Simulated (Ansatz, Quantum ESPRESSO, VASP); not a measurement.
# One structure in several programs: TlBi2 (P1, 3 atoms in the cell)

Self-consistent single point, at a second geometry (atoms moved at random). First geometry:

```xyz
3
Lattice="5.7087 0.0000 0.0000 -2.8543 4.9438 0.0000 0.0000 0.0000 3.3938" Properties=species:S:1:pos:R:3 pbc="T T T"
Tl     0.0000     0.0000     0.0000
Bi     2.8543     1.6479     1.6969
Bi     0.0000     3.2959     1.6969
```

Second geometry:
```
CELL_PARAMETERS angstrom
      5.70866     0.00000     0.00000
     -2.85433     4.94384     0.00000
      0.00000     0.00000     3.39376
ATOMIC_POSITIONS crystal
  Tl 0.99211 0.99211 0.99950
  Bi 0.67396 0.33786 0.48990
  Bi 0.33393 0.67003 0.51060
```

Shared settings, as Ansatz (a quantum-chemistry and plane-wave program) writes them: kpoints.mp_grid.grid = 6 6 8; scf.occupations.method = gaussian; scf.occupations.width = 0.01 Ry. Potentials and cutoffs stand in the table.

```tsv
code	model	ΔF from the first geometry (meV/atom)	pressure (GPa)	largest force (eV/Å)	cutoff
Ansatz	LDA (PW92), PAW files made with PBE	1.5	-3.22	0.098	30.9 Ry
VASP	LDA (PZ), VASP's LDA PAW potentials (set 64)	1.4	-3.66	0.099	300 eV
Quantum ESPRESSO	LDA (PW92), PseudoDojo standard norm-conserving (LDA) pseudopotentials	1.5	-3.30	0.098	70 Ry
```

Size of the force on each atom (eV/Å): Sizes of forces hide their directions.

```json
[
 {"code": "Ansatz", "Tl1": "0.071", "Bi2": "0.098", "Bi3": "0.058"},
 {"code": "VASP", "Tl1": "0.072", "Bi2": "0.099", "Bi3": "0.058"},
 {"code": "Quantum ESPRESSO", "Tl1": "0.070", "Bi2": "0.098", "Bi3": "0.058"}
]
```

On Ansatz's run: spin-orbit coupling is off.

The spread over the programs that give each value: ΔF from the first geometry within 0.1 meV/atom; pressure within 0.44 GPa; largest force within 0.001 eV/Å.

Ansatz's pressure is given at a fixed set of plane waves, as the other plane-wave codes print theirs. The same LDA comes in different parametrisations, which differ slightly.

VASP's run is marked for a possible Pulay error in its stress at this cutoff; no cutoff test was made.

The starting cell comes from a database of computed structures (which also holds hypothetical and non-ambient phases and stackings), without a prior relaxation at this level. For this run, on top of that: atoms moved at random.

Left out of this page: CP2K and SIESTA (not drawn, or without a comparable value).

Keys are those of Ansatz 0.2.
